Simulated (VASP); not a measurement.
Given:

```
Al2Pt
1.0
    0.00000     2.96868     2.96868
    2.96868     0.00000     2.96868
    2.96868     2.96868     0.00000
Al Pt
2 1
Direct
  0.25000   0.25000   0.25000
  0.75000   0.75000   0.75000
  0.00000   0.00000   0.00000
```

Calculation: vdW-DF2, VASP's PBE PAW potentials (set 64) (plane waves; VASP). Run with 520 eV cut-off, 9×9×9 Γ-centred mesh, first-order Methfessel-Paxton smearing of 0.10 eV, potentials Al Pt.

Q: Give the stress tensor in GPa (positive for a compressed cell).

A: 
```
7.31  0.00  0.00
0.00  7.31  0.00
0.00  0.00  7.31
```
The pressure is its mean diagonal, 7.31 GPa.

The compound is PtAl2 in the fluorite structure. This cell is one point of a volume scan, at 0.94 of the reference volume.
